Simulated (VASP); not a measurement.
Input:

```
WSe2
1.0
    3.31617     0.00000     0.00000
   -1.65809     2.87189     0.00000
    0.00000     0.00000    16.65011
W Se
1 2
Direct
  0.00000   0.00000   0.00000
  0.33333   0.66667   0.09984
  0.33333   0.66667   0.90016
```

All values below come from r2SCAN meta-GGA, VASP's PBE PAW potentials (set 64) (plane waves; VASP). Run with 400 eV cut-off, 7×7×2 Γ-centred mesh, Gaussian smearing of 0.050 eV, potentials W_sv Se.

The cell holds a wide vacuum, so values per volume refer to the whole cell.

Question: Estimate the energy per atom (σ→0).

Answer: 
```json
{
 "energy per atom (σ→0)": "-27.250 eV/atom"
}
```

The absolute energy has meaning only against runs of the same code, potentials and settings.

The cell is a sheet with vacuum, built from a database entry that may be metastable or hypothetical.
